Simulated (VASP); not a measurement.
OSZICAR of a VASP run on Ge (relaxed from the beta-Sn structure, space group I4_1/amd):

File OSZICAR:
```
       N       E                     dE             d eps       ncg     rms          rms(c)
DAV:   1     0.120752538695E+03    0.12075E+03   -0.13422E+04  7372   0.400E+03
DAV:   2    -0.134702728575E+02   -0.13422E+03   -0.13224E+03  7074   0.482E+02
DAV:   3    -0.292766105879E+02   -0.15806E+02   -0.15653E+02  7882   0.129E+02
DAV:   4    -0.296886602999E+02   -0.41205E+00   -0.41106E+00  8182   0.243E+01
DAV:   5    -0.296949678120E+02   -0.63075E-02   -0.63067E-02  7886   0.297E+00    0.227E+00
DAV:   6    -0.269766778258E+02    0.27183E+01   -0.41264E-01  8764   0.126E+01    0.128E+00
DAV:   7    -0.268336105887E+02    0.14307E+00   -0.34387E-01  7604   0.681E+00    0.540E-01
DAV:   8    -0.270225740495E+02   -0.18896E+00   -0.15432E-01  7094   0.322E+00    0.142E-01
DAV:   9    -0.270239386312E+02   -0.13646E-02   -0.94512E-03  7458   0.774E-01    0.685E-02
DAV:  10    -0.270236926179E+02    0.24601E-03   -0.81943E-03  7376   0.119E+00    0.495E-02
DAV:  11    -0.270254309234E+02   -0.17383E-02   -0.73035E-03  7148   0.645E-01    0.326E-02
DAV:  12    -0.270265640749E+02   -0.11332E-02   -0.58851E-04  7248   0.277E-01    0.120E-02
DAV:  13    -0.270266200608E+02   -0.55986E-04   -0.81365E-05  7418   0.109E-01    0.331E-03
DAV:  14    -0.270266647477E+02   -0.44687E-04   -0.29863E-05  7178   0.633E-02    0.191E-03
DAV:  15    -0.270266434159E+02    0.21332E-04   -0.33596E-06  5664   0.249E-02    0.128E-03
DAV:  16    -0.270266548836E+02   -0.11468E-04   -0.13559E-06  5694   0.104E-02    0.499E-04
DAV:  17    -0.270266520739E+02    0.28097E-05   -0.17843E-07  3644   0.577E-03    0.161E-04
DAV:  18    -0.270266526220E+02   -0.54806E-06   -0.28730E-08  3632   0.210E-03
   1 F= -.27026653E+02 E0= -.27026747E+02  d E =-.270267E+02
       N       E                     dE             d eps       ncg     rms          rms(c)
DAV:   1    -0.270274813083E+02   -0.82923E-03   -0.12100E-02  9046   0.205E+00    0.169E-01
DAV:   2    -0.270269154386E+02    0.56587E-03   -0.98252E-04  9090   0.590E-01    0.906E-02
DAV:   3    -0.270266999487E+02    0.21549E-03   -0.42520E-04  9214   0.388E-01    0.169E-02
DAV:   4    -0.270266764015E+02    0.23547E-04   -0.74169E-05  8564   0.142E-01    0.617E-03
DAV:   5    -0.270266748345E+02    0.15669E-05   -0.30298E-05  7100   0.448E-02    0.325E-03
DAV:   6    -0.270266841768E+02   -0.93423E-05   -0.69638E-06  5584   0.200E-02    0.188E-03
DAV:   7    -0.270266834297E+02    0.74707E-06   -0.36766E-07  3648   0.794E-03
   2 F= -.27026683E+02 E0= -.27026793E+02  d E =-.308077E-04
```

Question: Which electronic solver shows in the log?

Answer: It is blocked Davidson (ALGO = Normal, or the opening steps of other solvers). The INCAR had ALGO = Normal.

Question: Can the final energy be trusted as converged?

Answer: Self-consistency was reached. It stopped with EDIFF = 1E-6, NELM = 100, NSW = 60 and EDIFFG = -0.01 after 2 ionic steps (r2SCAN meta-GGA, plane waves, VASP's PBE PAW potentials (set 64)).

The structure was generated: Ge was put into the beta-Sn type (I4_1/amd), which need not be its known phase. This run relaxes it. Symmetry was kept, so distortions that lower it aren't found. The start is the result of an earlier pass.
